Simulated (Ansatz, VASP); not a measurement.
# Re (Rhenium) in two plane-wave programs

One calculation is typed for both programs; each brings its own data sets. How far apart do they land? The cell is taken from a series of runs on this material, whose earlier steps may have relaxed, scaled, displaced or heated it; both programs get it as it stands.

Calculated with Ansatz 0.2.0; plane waves, with VASP 6.6.1 beside it; zone-centre phonons at LDA.

## 1. Starting point

It takes space group P6_3/mmc (No. 194, hexagonal). Conventional cell: a = 2.719 Å, b = 2.719 Å, c = 4.387 Å, α = 90.00°, β = 90.00°, γ = 120.00°. Nearest to Re lie 12 Re at 2.70 to 2.72 Å.

## 2. Ansatz: zone-centre phonons, LDA

Ansatz runs on its PAW soft_1 files.

Second derivatives magnify differences that forces hide, and they need a tight electronic threshold.

Input file input.yaml:

```yaml
crystal:
  lattice:
    - [2.7189674846, 0.0, 0.0]
    - [-1.3594837423, 2.3546949137, 0.0]
    - [0.0, 0.0, 4.3871609257]
  atoms:
    - { symbol: Re, position: [0.3333333333, 0.6666666667, 0.25] }
    - { symbol: Re, position: [0.6666666667, 0.3333333333, 0.75] }
kpoints:
  mp_grid: { grid: [18, 18, 12] }
hamiltonian:
  xc: lda
  pseudopotentials: { kind: paw, azcp: { folder: soft_1 }, xc_functional: pbe }
scf:
  occupations: { method: methfessel_paxton, width: 0.2 }
output:
  eigenvalues: true
phonons:
  method: dfpt
```

Launch:

```console
$ ansatz run input.yaml --threads 4 --pin off --max-ram 10240MiB --backend cpu --events-out ev --progress --plain --runs-dir out
```

Numbers of over 12 decimals in the logs are rounded to 6 here.

What it wrote:

```text
zone centre: on kpoints.mp_grid the ground state, and the responses unless they are solved on pairs of k-points, stand on 637 of the mesh's 3888 k-points, reduced under 4 symmetry operations, with k and −k counted as one. Each operation leaves every solved displacement unchanged or reverses it
Engine: ansatz 0.2.0, aarch64-unknown-linux-gnu
Pseudopotentials: kind: paw
Pseudopotential: Re, paw, valence charge 15, recommended cutoff 420 eV (normal), soft_1/Re.paw.azcp
Functional definition: SPW92
  exchange = slater_x
  correlation = pw_c
Crystal: 2 atoms, lattice volume = 28.088 Å³
Basis set: ecut = 420 eV, 549 PW (Γ), exchange–correlation on 40×40×60 points (8 copies of the dense FFT grid, shifted against one another)
Bands: 19, of which v1, the nominal top of the filled ones, is band 15 counted from 1 (14 counted from 0)
Symmetry: 24 space group operations
k-points: 637 of 3888 (irreducible under 4 space group operations, time reversal used)
Non-local potential: Re, projectors of the file, l = 0: 3, l = 1: 2, l = 2: 2, l = 3: 1
PAW form: soft (Blöchl's): semilocal exchange-correlation on the pseudo side does not see the compensation charge
PAW frozen core: Re, regenerated for the run's functional, and the local potential with it (the file was generated under x = pbe(κ = 0.804, μ = 0.219515), c = pbe(β = 0.066725))
PAW one-centre angular grid: Re, 590 points (default); XC on 64 Gauss nodes
Initial density: superposition of atomic densities (chi_scale 0.1, normalization cell)
Initial wavefunctions: pseudopotential atomic-orbital guess
Functional: x = slater, c = lda
SCF iter   1: F=—  HF=-21217.506423 eV  |F-HF|=—  |Δ(HF+E_count)|=         —  Δρ=5.87e-2  dr2=8.54e-1  ethr=3.10e-3  ⟨swp⟩=4.6  Hψ=48198  notcnv=0
preconditioner: auto → none  [metal: Δε(μ)=0.022 eV  Ē_g=6.704 eV  σ=0.200 eV  W_gap=0.09  n_scr=8 (ndim 8)  ℏωp=26.2 eV  f_vac=0.000  D(μ)=1.50/eV (n_scr^D=22)  sad-step TF]
SCF iter   2: F=—  HF=-21217.258249 eV  |F-HF|=—  |Δ(HF+E_count)|=   2.48e-1  S|Δr|=    0.00e0  Δρ=3.40e-2  dr2=2.76e-1  ethr=2.85e-3  ⟨swp⟩=2.0  Hψ=19426  notcnv=0  defer=13
SCF iter   3: F=—  HF=-21217.145120 eV  |F-HF|=—  |Δ(HF+E_count)|=   1.13e-1  S|Δr|=    0.00e0  Δρ=1.53e-3  dr2=2.56e-4  ethr=9.20e-4  ⟨swp⟩=3.0  Hψ=23138  notcnv=0  defer=13
SCF iter   4: F=—  HF=-21217.145297 eV  |F-HF|=—  |Δ(HF+E_count)|=   1.77e-4  S|Δr|=    0.00e0  Δρ=1.64e-4  dr2=8.54e-6  ethr=8.53e-7  ⟨swp⟩=2.0  Hψ=17341  notcnv=0  defer=13
SCF iter   5: F=—  HF=-21217.145295 eV  |F-HF|=—  |Δ(HF+E_count)|=   2.79e-6  S|Δr|=    0.00e0  Δρ=2.47e-5  dr2=1.16e-7  ethr=2.85e-8  ⟨swp⟩=2.0  Hψ=16484  notcnv=0  defer=13
SCF iter   6: F=—  HF=-21217.145295 eV  |F-HF|=—  |Δ(HF+E_count)|=   5.62e-7  S|Δr|=    0.00e0  Δρ=4.74e-6  dr2=5.01e-9  ethr=3.85e-10  ⟨swp⟩=2.6  Hψ=20428  notcnv=0  defer=11
SCF iter   7: F=—  HF=-21217.145295 eV  |F-HF|=—  |Δ(HF+E_count)|=  9.93e-10  S|Δr|=    0.00e0  Δρ=1.27e-6  dr2=3.56e-10  ethr=1.67e-11  ⟨swp⟩=2.9  Hψ=22213  notcnv=0  defer=11
SCF iter   8: F=-21217.145295 eV  HF=-21217.145295 eV  |F-HF|=3.64e-12  |Δ(HF+E_count)|=  1.42e-10  S|Δr|=    0.00e0  Δρ=9.14e-8  dr2=8.43e-13  ethr=1.00e-12  ⟨swp⟩=4.0  Hψ=58217  notcnv=0
SCF 1 converged in 8 iterations: F = -21217.145295 eV  dr2 = 8.43e-13
  greatest PAW one-centre occupation: 0.999 electrons in one spin orbital (limit 2), on the Re atom at site 1 (counted from 0), in its partial waves of l = 0
DFPT response loops at Γ: preconditioner auto → Kerker (q_TF=auto, 2.758 Å⁻¹) (partly filled bands, converged f_vac=0.000); β = 1.00, the filter's whole step (`scf.mixing.beta` (0.50) is not read by the response loops under this deck's `scf.mixing.preconditioner`; to damp them name `kerker` or `kerker_dos`, under which they read `scf.mixing.beta`, and type it under 1.00, their step now; both keys bind the ground state too); Broyden in place of MSR1
SCF converged after 8 iterations
Stability not checked: this state was not tested for a lower state beside it, because cold or Methfessel-Paxton smearing, or corrected tetrahedra, fill the levels in a way that the test cannot read (fill_not_monotonic; see scf.lower_state_search)
Free energy (F): -21217.145295 eV
Harris-Foulkes:  -21217.145295 eV  (|F-HF|=3.64e-12)
Internal energy: -21217.146228 eV  (E = F + TS)
E sigma→0 (E₀):  -21217.145528 eV
Entropy (-TS):   0.000933 eV (0.466 meV/atom)
Fermi energy:    24.988576 eV
--- Per-component energies (eV) ---
  E_band       = -114.239341
  E_kinetic    = 1053.294360
  E_local      = -1480.326109  (includes V_loc(G=0)·N_el)
  E_nonlocal   = 172.256914
  E_hartree    = 519.559415
  E_xc         = -710.657305
  E_vxc        = -584.104377  (∫ρ·V_xc dr)
  E_paw        = -16893.550194  (= ΣΔE_a)
  E_vpaw       = -314.479093  (= ΣTr[D̂ρ^β])
  E_aug_tail   = 0.000106  (compensation charges beyond the density's cutoff)
  E_ewald      = -3878.361755
  E_core_change = 0.638340  (= ΣΔE_core)
  E_smearing   = 0.000933  (= −TS)
  E_closure    = 0.000000  (closes the sum)
  Σ components = -21217.145295   (vs F -21217.145295, Δ=0.00e0)
--- Band table (eV; the first three rows and the last of 637) ---
  k-point 0: bands = [... 11 lower, 23.2775, 23.2963, 24.1803, 24.1803, 25.1605, 25.1605, 25.8496, 28.5661]
  k-point 1: bands = [... 11 lower, 23.2301, 23.2428, 24.1222, 24.1222, 25.2907, 25.2907, 25.5878, 28.5809]
  k-point 2: bands = [... 11 lower, 23.1293, 23.1293, 23.9652, 23.9652, 24.9230, 25.6348, 25.6348, 28.6004]
  k-point 636: bands = [... 11 lower, 21.5469, 22.7823, 22.7823, 24.7741, 24.7741, 29.2452, 29.2452, 31.7705]
--- Phonons (Γ-DFPT): 2 representative perturbations + reference, on 637 of 3888 k-points (Σ response iterations 5) ---
  k mesh reduced under 4 symmetry operations, with k and −k counted as one. Each operation leaves every solved displacement unchanged or reverses it
  ASR residual: 1.161e-4 → 0.000e0 eV/Å²; symmetrization residual: 3.411e-13 eV/Å²
  ASR residual per site (eV/Å²): 1.16e-4 1.16e-4
  Γ frequencies (cm⁻¹): 0.00 0.00 0.00 116.74 125.99 125.99
  non-analytic LO–TO correction: not included (Born effective charges unavailable; polar crystals: no LO–TO splitting at Γ)
```

## 3. VASP: zone-centre phonons, LDA

The same cell, functional (in two slightly different forms), mesh and smearing now go to VASP, with its own data sets.

Lines of VASP's logs that name or quote its potential files are left out, and so is its time.

Input file INCAR:

```
SYSTEM = Re
PREC = Accurate
ENCUT = 600
EDIFF = 1E-08
NELM = 120
ISMEAR = 1
SIGMA = 0.2
LREAL = .FALSE.
ALGO = Normal
GGA = CA
NBANDS = 13
LASPH = .TRUE.
LORBIT = 11
LWAVE = .FALSE.
LCHARG = .FALSE.
ISIF = 2
IBRION = 8
GGA_COMPAT = .FALSE.
KPAR = 2
```

Input file POSCAR:

```
Re
1.0
    2.7189674846      0.0000000000      0.0000000000
   -1.3594837423      2.3546949137      0.0000000000
    0.0000000000      0.0000000000      4.3871609257
Re
2
Direct
    0.3333333333      0.6666666667      0.2500000000
    0.6666666667      0.3333333333      0.7500000000
```

Input file KPOINTS:

```
Automatic mesh
0
Gamma
18 18 12
0 0 0
```

Potentials, in the order of the species: Re (LDA family, release 64).

Launch:

```console
$ mpirun -np 2 vasp_std
```

What it wrote:

```text
[banner, memory and clock lines left out]
running    2 mpi-ranks, on    1 nodes
 distrk:  each k-point on    1 cores,    2 groups
 distr:  one band on    1 cores,    1 groups

 POSCAR found type information on POSCAR Re
 POSCAR found :  1 types and       2 ions
 LDA part: xc-table for (Slater(with rela. corr.)+CA(PZ))
 , standard interpolation
 POSCAR, INCAR and KPOINTS ok, starting setup
 FFT: planning ... GRIDC
 FFT: planning ... GRID_SOFT
 FFT: planning ... GRID
 WAVECAR not read
 entering main loop
       N       E                     dE             d eps       ncg     rms          rms(c)
DAV:   1     0.129630553791E+03    0.12963E+03   -0.63561E+03  7283   0.124E+03
DAV:   2    -0.199972075583E+02   -0.14963E+03   -0.13240E+03 10462   0.465E+02
DAV:   3    -0.287207524914E+02   -0.87235E+01   -0.76057E+01 11250   0.151E+02
DAV:   4    -0.289050812762E+02   -0.18433E+00   -0.18089E+00 10967   0.128E+01
DAV:   5    -0.289061126723E+02   -0.10314E-02   -0.10311E-02 11110   0.166E+00    0.464E+01
DAV:   6    -0.278663482248E+02    0.10398E+01   -0.81936E-01 11468   0.152E+01    0.205E+01
DAV:   7    -0.275184952068E+02    0.34785E+00   -0.58361E-01 11516   0.124E+01    0.468E-01
DAV:   8    -0.275092773284E+02    0.92179E-02   -0.50255E-03 10694   0.709E-01    0.142E-01
DAV:   9    -0.275081678500E+02    0.11095E-02   -0.46618E-04  9976   0.225E-01    0.478E-02
DAV:  10    -0.275081768121E+02   -0.89621E-05   -0.48604E-05 10930   0.580E-02    0.194E-02
DAV:  11    -0.275081758866E+02    0.92552E-06   -0.71125E-07 11203   0.124E-02    0.123E-03
DAV:  12    -0.275081758653E+02    0.21281E-07   -0.26032E-08  8717   0.154E-03    0.812E-04
DAV:  13    -0.275081758636E+02    0.16660E-08   -0.17545E-09  6017   0.850E-04
   1 F= -.27508176E+02 E0= -.27508442E+02  d E =0.798516E-03
 Linear response reoptimize wavefunctions to high precision
DAV:   1    -0.275081758636E+02    0.51841E-10   -0.11108E-09  6621   0.547E-04
DAV:   2    -0.275081758636E+02   -0.50477E-10   -0.35534E-10  5382   0.427E-04
 Linear response DOF=           2
 Linear response progress:
  Degree of freedom:   1/  2
       N       E                     dE             d eps       ncg     rms          rms(c)
RMM:   1    -0.919787619453E-01   -0.91979E-01    0.86396E-02 30900   0.214E+01
RMM:   2    -0.143682548597E+00   -0.51704E-01   -0.53271E-02 51233   0.209E+00    0.126E-01
RMM:   3    -0.143592649792E+00    0.89899E-04   -0.33684E-03 55966   0.435E-01    0.883E-02
RMM:   4    -0.142900812585E+00    0.69184E-03   -0.78046E-04 52104   0.241E-01    0.182E-02
RMM:   5    -0.142954651363E+00   -0.53839E-04   -0.34468E-05 53017   0.608E-02    0.864E-03
RMM:   6    -0.142971192937E+00   -0.16542E-04   -0.44795E-06 55250   0.177E-02    0.458E-03
RMM:   7    -0.142978144259E+00   -0.69513E-05   -0.71818E-07 52186   0.768E-03    0.147E-03
RMM:   8    -0.142979654067E+00   -0.15098E-05   -0.31055E-07 56974   0.302E-03    0.424E-04
RMM:   9    -0.142978848443E+00    0.80562E-06    0.50254E-08 56283   0.100E-03    0.921E-05
RMM:  10    -0.142978886367E+00   -0.37923E-07   -0.81404E-08 57789   0.543E-04    0.245E-05
RMM:  11    -0.142978932274E+00   -0.45907E-07   -0.44555E-08 59022   0.400E-04    0.104E-05
RMM:  12    -0.142978928413E+00    0.38614E-08   -0.57832E-08 57285   0.363E-04    0.447E-06
 first order change of Fermi-energy  -0.16619E-04
 force on displaced ion       1 direction 1 :  -5.323   0.001   0.000
 Linear response progress:
  Degree of freedom:   2/  2
       N       E                     dE             d eps       ncg     rms          rms(c)
RMM:   1    -0.131677707494E+00   -0.13168E+00    0.86919E-02 10777   0.225E+01
RMM:   2    -0.186904079876E+00   -0.55226E-01   -0.45803E-02 16017   0.233E+00    0.203E-01
RMM:   3    -0.188159393222E+00   -0.12553E-02   -0.13788E-02 18465   0.814E-01    0.116E-01
RMM:   4    -0.187951495363E+00    0.20790E-03    0.65103E-05 18437   0.184E-01    0.683E-02
RMM:   5    -0.188274943055E+00   -0.32345E-03    0.23751E-05 18761   0.130E-01    0.120E-02
RMM:   6    -0.188301026389E+00   -0.26083E-04   -0.49421E-05 17923   0.351E-02    0.649E-03
RMM:   7    -0.188282862182E+00    0.18164E-04    0.80193E-05 17916   0.149E-02    0.314E-03
RMM:   8    -0.188299535043E+00   -0.16673E-04    0.43930E-05 18477   0.878E-03    0.812E-04
RMM:   9    -0.188301929818E+00   -0.23948E-05    0.92613E-06 18115   0.322E-03    0.125E-04
RMM:  10    -0.188302299927E+00   -0.37011E-06   -0.50496E-06 19709   0.116E-03    0.588E-05
RMM:  11    -0.188301617604E+00    0.68232E-06    0.53173E-07 18496   0.585E-04    0.570E-06
RMM:  12    -0.188301632067E+00   -0.14463E-07    0.77499E-07 20508   0.416E-04    0.362E-06
RMM:  13    -0.188301693431E+00   -0.61364E-07   -0.17538E-07 20125   0.377E-04    0.180E-06
RMM:  14    -0.188301687769E+00    0.56621E-08   -0.27468E-08 20413   0.367E-04    0.947E-07
 first order change of Fermi-energy   0.87589E-04
 force on displaced ion       1 direction 3 :   0.000  -0.000  -4.363
 Linear response finished
```

Parts of OUTCAR (step 3):

```text
ion  position               nearest neighbor table
   1  0.333  0.667  0.250-   2 2.70   2 2.70   2 2.70   2 2.70   2 2.70   2 2.70
   2  0.667  0.333  0.750-   1 2.70   1 2.70   1 2.70   1 2.70   1 2.70   1 2.70

  LATTYP: Found a hexagonal cell.
 ALAT       =     2.7189674846
 C/A-ratio  =     1.6135393125

 Subroutine GETGRP returns: Found 24 space group operations
 (whereof 12 operations were pure point group operations)

The static configuration has the point symmetry D_3d.
 The point group associated with its full space group is D_6h.

 Found    259 irreducible k-points:

   k-points           NKPTS =    259   k-points in BZ     NKDIM =    259   number of bands    NBANDS=     13

   dimension x,y,z NGX =    24 NGY =   24 NGZ =   36
   dimension x,y,z NGXF=    48 NGYF=   48 NGZF=   72

   ENCUT  =  600.0 eV  44.10 Ry    6.64 a.u.   5.43  5.43  8.76*2*pi/ulx,y,z

   NELECT =      14.0000    total number of electrons

 k-points in reciprocal lattice and weights: Automatic mesh
   0.00000000  0.00000000  0.00000000       0.000
   0.05555556  0.00000000  0.00000000       0.002
   0.11111111  0.00000000  0.00000000       0.002
   0.16666667  0.00000000  0.00000000       0.002
   0.22222222  0.00000000  0.00000000       0.002
   0.27777778  0.00000000  0.00000000       0.002
   0.33333333  0.00000000  0.00000000       0.002
   0.38888889 -0.00000000  0.00000000       0.002
   0.44444444  0.00000000  0.00000000       0.002
[...]
0.33333333  0.27777778  0.50000000       0.003
   0.33333333  0.33333333  0.50000000       0.001

 average (electrostatic) potential at core
       1 -38.7332       2 -38.7332

  Total        1.8476790      1.8476790      1.8220360     -0.0000000      0.0000000      0.0000000
  in kB      105.3937553    105.3937553    103.9310486     -0.0000000      0.0000000      0.0000000
  external PRESSURE =     104.9061864 kB  Pullay stress =       0.0000000 kB

  energy-cutoff  :      600.00
  volume of cell :       28.09
      direct lattice vectors                 reciprocal lattice vectors
     2.718967485  0.000000000  0.000000000     0.367786671  0.212341734  0.000000000
    -1.359483742  2.354694914  0.000000000     0.000000000  0.424683467  0.000000000
     0.000000000  0.000000000  4.387160926     0.000000000  0.000000000  0.227937843

 POSITION                                       TOTAL-FORCE (eV/Angst)
 -----------------------------------------------------------------------------------
     -0.00000      1.56980      1.09679        -0.000000      0.000000      0.000000
      1.35948      0.78490      3.29037         0.000000     -0.000000      0.000000
 -----------------------------------------------------------------------------------
    total drift:                               -0.000000      0.000000     -0.000000

 Eigenvectors and eigenvalues of the dynamical matrix
 ----------------------------------------------------

   1 f  =    3.738006 THz    23.486582 2PiTHz  124.686448 cm-1    15.459142 meV
             X         Y         Z           dx          dy          dz
     -0.000000  1.569797  1.096790     0.707107    0.000000    0.000000
      1.359484  0.784898  3.290371    -0.707107    0.000000    0.000000

   2 f  =    3.738006 THz    23.486582 2PiTHz  124.686448 cm-1    15.459142 meV
             X         Y         Z           dx          dy          dz
     -0.000000  1.569797  1.096790    -0.000000   -0.707107    0.000000
      1.359484  0.784898  3.290371     0.000000    0.707107    0.000000

   3 f  =    3.384126 THz    21.263090 2PiTHz  112.882291 cm-1    13.995614 meV
             X         Y         Z           dx          dy          dz
     -0.000000  1.569797  1.096790     0.000000    0.000000   -0.707107
      1.359484  0.784898  3.290371    -0.000000    0.000000    0.707107

   4 f  =    0.000000 THz     0.000000 2PiTHz    0.000001 cm-1     0.000000 meV
             X         Y         Z           dx          dy          dz
     -0.000000  1.569797  1.096790     0.707107    0.000000    0.000000
      1.359484  0.784898  3.290371     0.707107    0.000000    0.000000

   5 f  =    0.000000 THz     0.000000 2PiTHz    0.000001 cm-1     0.000000 meV
             X         Y         Z           dx          dy          dz
     -0.000000  1.569797  1.096790     0.000000   -0.707107    0.000000
      1.359484  0.784898  3.290371    -0.000000   -0.707107    0.000000

   6 f  =    0.000000 THz     0.000000 2PiTHz    0.000000 cm-1     0.000000 meV
             X         Y         Z           dx          dy          dz
     -0.000000  1.569797  1.096790    -0.000000    0.000000    0.707107
      1.359484  0.784898  3.290371     0.000000    0.000000    0.707107

 ELASTIC MODULI CONTR FROM IONIC RELAXATION (kBar)
 Direction    XX          YY          ZZ          XY          YZ          ZX
 --------------------------------------------------------------------------------
 XX        -171.2126    171.2126      0.0000     -0.0000     -0.0000      0.0000
 YY         171.2126   -171.2126      0.0000      0.0000      0.0000     -0.0000
 ZZ           0.0000      0.0000      0.0000      0.0000      0.0000      0.0000
 XY          -0.0000      0.0000      0.0000   -171.2126      0.0000     -0.0000
 YZ          -0.0000      0.0000      0.0000      0.0000     -0.0000      0.0000
 ZX           0.0000     -0.0000      0.0000     -0.0000      0.0000     -0.0000
 --------------------------------------------------------------------------------
```

The data set Re keeps the semicore shell frozen, which is cheaper and a little less accurate.

## 4. Differences

Known differences besides the potentials themselves: the two LDA forms differ slightly; the data sets hold 30 valence electrons in Ansatz (on its PAW soft_1 files) and 14 in VASP; the cutoff is 420 eV in Ansatz and 600 eV in VASP; VASP's log shows a relativistic correction to its local exchange, Ansatz's none. Total energies have different zeros and are not compared.

Compared:

```tsv
quantity	Ansatz	VASP	difference
optical mode 1 (cm⁻¹)	116.7	112.9	+3.42 %
optical mode 2 to 3 (cm⁻¹)	126.0	124.7	+1.05 %
```

Modes are paired by rising frequency, not by their patterns, so a pair may set unlike modes beside each other; they are those without the splitting of longitudinal modes.

## 5. Outcome

* r.m.s. difference of the optical zone-centre modes, each program's sorted by frequency (zone-centre phonons, LDA): 2.5 cm⁻¹
* difference in optical mode 1 (zone-centre phonons, LDA): +3.4 %

In words: The r.m.s. difference of the optical zone-centre modes, each program's sorted by frequency is 2.5 cm⁻¹ (zone-centre phonons, LDA). The data sets hold unlike numbers of valence electrons (30 in Ansatz and 14 in VASP), so part of the differences comes from the potentials. Among the rows given in per cent, the largest difference of the zone-centre phonons, LDA pair is in optical mode 1, +3.4 %. How closely two codes agree says nothing of how well the functional describes the real material.

[Lines on the potential files, build, host, timing and source positions are cut from VASP's logs without a mark.]

[Logs are printed without paths, hosts, clocks, repeated set-up lines and the standing remarks that a program may print on its own settings, such as how far it seeks lower states.]

[Hosts, paths, dates, database ids (printed as entryN), source tags and the programs' standing remarks are cut or masked in the printed files.]
